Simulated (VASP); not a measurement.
VASP runs on CuP (a trial cell in the CrB structure, space group Cmcm) share one base input (PBE GGA, plane waves, VASP's PBE PAW potentials (set 64)) and change the settings named in each case.

File POSCAR:
```
CuP
1.0
  1.9039440000  -5.0312400000   0.0000000000
  1.9039440000   5.0312400000   0.0000000000
  0.0000000000   0.0000000000   3.7521410000
P Cu
2 2
Direct
  0.5640000000   0.4360000000   0.2500000000
  0.4360000000   0.5640000000   0.7500000000
  0.8547500000   0.1452500000   0.2500000000
  0.1452500000   0.8547500000   0.7500000000
```

File KPOINTS:
```
Regular mesh
0
Gamma
 6 6 5
0 0 0
```

### INCAR
```
# general
SYSTEM  = CuP
PREC    = Accurate
ENCUT   = 400
LREAL   = .FALSE.
LASPH   = .TRUE.

# electronic loop
EDIFF   = 1E-6
NELM    = 100
ALGO    = Normal
LMAXMIX = 4

# smearing
ISMEAR  = 0
SIGMA   = 0.05

# functional
GGA     = PE

# ions
ISIF    = 2

# output
LWAVE   = .FALSE.
LCHARG  = .FALSE.
```

POTCAR, in this order: P Cu (PBE.64 set). Program: vasp_std.

| change | E(σ→0) (eV/atom) | pressure (GPa) | largest force (eV/Å) | −TS (eV) | irreducible k-points |
|---|---|---|---|---|---|
| base run | -3.9656 | -9.65 | 1.129 | -0.0027 | 39 |
| KPOINTS 2×2×2 Γ-centred mesh | -3.9215 | -7.03 | 0.279 | -0.0051 | 6 |
| KPOINTS 4×4×3 Γ-centred mesh | -3.9967 | -9.69 | 0.526 | -0.0025 | 14 |
| KPOINTS 8×8×7 Γ-centred mesh | -3.9560 | -9.36 | 1.229 | -0.0020 | 84 |
| KPOINTS 9×9×8 Γ-centred mesh | -3.9591 | -9.41 | 1.157 | -0.0014 | 125 |
| KPOINTS 10×10×8 Γ-centred mesh | -3.9586 | -9.45 | 1.137 | -0.0015 | 155 |
| KPOINTS 11×11×9 Γ-centred mesh | -3.9568 | -9.47 | 1.083 | -0.0024 | 180 |
| KPOINTS 12×12×10 Γ-centred mesh | -3.9581 | -9.44 | 1.065 | -0.0023 | 258 |
  The base run's pressure lies -0.30 GPa from that at 750 eV (Pulay error).

Left out are runs that ran out of time, are held back, or changed the cell or the kind of run, fixed moments of cells without a moment, rows past the twelfth, gaps on odd meshes, pressures of charged cells and columns that move by less than the noise.

The structure was generated: CuP was put into the CrB type (Cmcm), which need not be its known phase. The cell was not relaxed at this level, forces remain on its atoms.
